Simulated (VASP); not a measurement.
Output of a VASP run:

**OSZICAR**
```
       N       E                     dE             d eps       ncg     rms          rms(c)
DAV:   1     0.850028690356E+02    0.85003E+02   -0.83764E+03 14704   0.160E+03
DAV:   2    -0.922018777380E+01   -0.94223E+02   -0.87188E+02 14435   0.256E+02
DAV:   3    -0.114089371058E+02   -0.21887E+01   -0.21389E+01 17249   0.555E+01
DAV:   4    -0.114431789235E+02   -0.34242E-01   -0.34226E-01 20656   0.529E+00
DAV:   5    -0.114434863840E+02   -0.30746E-03   -0.30702E-03 17749   0.471E-01    0.151E+01
DAV:   6    -0.972575230174E+01    0.17177E+01   -0.13159E+01 15513   0.744E+01    0.695E+00
DAV:   7    -0.934993118064E+01    0.37582E+00   -0.18008E+00 16171   0.266E+01    0.375E+00
DAV:   8    -0.933096150224E+01    0.18970E-01   -0.18001E-02 20151   0.152E+00    0.189E+00
DAV:   9    -0.931672312276E+01    0.14238E-01   -0.38771E-03 21313   0.112E+00    0.604E-01
DAV:  10    -0.931621443325E+01    0.50869E-03   -0.15258E-03 19151   0.588E-01    0.780E-02
DAV:  11    -0.931616624862E+01    0.48185E-04   -0.46641E-05 17864   0.803E-02    0.286E-02
DAV:  12    -0.931616039137E+01    0.58572E-05   -0.38670E-06 17371   0.223E-02    0.160E-02
DAV:  13    -0.931615107408E+01    0.93173E-05   -0.24519E-06 20022   0.239E-02    0.110E-02
DAV:  14    -0.931615473506E+01   -0.36610E-05   -0.39534E-07 17212   0.779E-03    0.198E-03
DAV:  15    -0.931615580133E+01   -0.10663E-05   -0.31069E-08  8229   0.314E-03    0.154E-03
DAV:  16    -0.931615553222E+01    0.26911E-06   -0.67143E-09  7942   0.144E-03    0.588E-04
DAV:  17    -0.931615531392E+01    0.21830E-06   -0.16509E-09  7844   0.490E-04    0.105E-04
DAV:  18    -0.931615528603E+01    0.27893E-07   -0.51151E-10  7732   0.242E-04
   1 F= -.93161553E+01 E0= -.93161553E+01  d E =0.000000E+00  mag=     3.1039
```

**OUTCAR**
```
------------------------ aborting loop because EDIFF is reached ----------------------------------------
  FORCE on cell =-STRESS in cart. coord.  units (eV):
  Direction    XX          YY          ZZ          XY          YZ          ZX
  --------------------------------------------------------------------------------------
  Total       -0.0900979     -0.0900979     -0.0701784      0.0000000      0.0000000      0.0000000
  in kB       -6.8445092     -6.8445106     -5.3312766      0.0000000      0.0000000      0.0000000
  external PRESSURE =      -6.3400988 kB  Pullay stress =       0.0000000 kB
  volume of cell :       21.09
      direct lattice vectors                 reciprocal lattice vectors
     1.235920777 -2.140677806  0.000000000     0.404556675 -0.233570880  0.000000000
     1.235920777  2.140677806  0.000000000     0.404556675  0.233570880  0.000000000
     0.000000000  0.000000000  3.985757946     0.000000000  0.000000000  0.250893309
 POSITION                                       TOTAL-FORCE (eV/Angst)
 -----------------------------------------------------------------------------------
      1.23592      0.71356      0.99644        -0.000000     -0.000000      0.000000
      1.23592     -0.71356      2.98932         0.000000      0.000000      0.000000
 -----------------------------------------------------------------------------------
    total drift:                               -0.000000     -0.000001     -0.000030
  FREE ENERGIE OF THE ION-ELECTRON SYSTEM (eV)
  ---------------------------------------------------
  free  energy   TOTEN  =        -9.3161552860 eV

  energy  without entropy=       -9.3161552860  energy(sigma->0) =       -9.31615529

 total charge

# of ion       s       p       d       tot
------------------------------------------
    1        0.498   0.541   7.298   8.337
    2        0.498   0.541   7.298   8.337
--------------------------------------------------
tot          0.996   1.081  14.596  16.673

 magnetization (x)

# of ion       s       p       d       tot
------------------------------------------
    1       -0.016  -0.052   1.630   1.562
    2       -0.016  -0.052   1.630   1.562
--------------------------------------------------
tot         -0.032  -0.104   3.260   3.124
```
(Selected blocks of OUTCAR.)

File POSCAR:
```
Co
1
    1.2359207773    -2.1406778062     0.0000000000
    1.2359207773     2.1406778062    -0.0000000000
    0.0000000000    -0.0000000000     3.9857579456
Co
2
Direct
  0.3333330000   0.6666670000   0.2500000000
  0.6666670000   0.3333330000   0.7500000000
```

Question: Write an INCAR and KPOINTS that could have produced this output.

Answer: This is not unique; one that fits is the input of the run itself, optB86b-vdW, plane waves, VASP's PBE PAW potentials (set 64).

INCAR:
```
SYSTEM = Co
PREC = Accurate
ENCUT = 520
EDIFF = 1E-7
NELM = 100
ALGO = Normal
LREAL = .FALSE.
LASPH = .TRUE.
ISMEAR = -5
GGA = MK
PARAM1 = 0.1234
PARAM2 = 1.0
LUSE_VDW = .TRUE.
AGGAC = 0.0
LMAXMIX = 4
ISPIN = 2
MAGMOM = 1.6 1.6
LORBIT = 11
LWAVE = .FALSE.
LCHARG = .TRUE.
NEDOS = 601
ISIF = 2
```

KPOINTS:
```
Automatic mesh
0
Gamma
19 19 10
0 0 0
```

POTCAR, in this order: Co (PBE.64 set). Program: vasp_std.

For a metal the tetrahedron method with Blöchl corrections gives inexact stress and forces.

The compound is Co in the hcp structure. It was relaxed first, which changed the volume by -5 %.
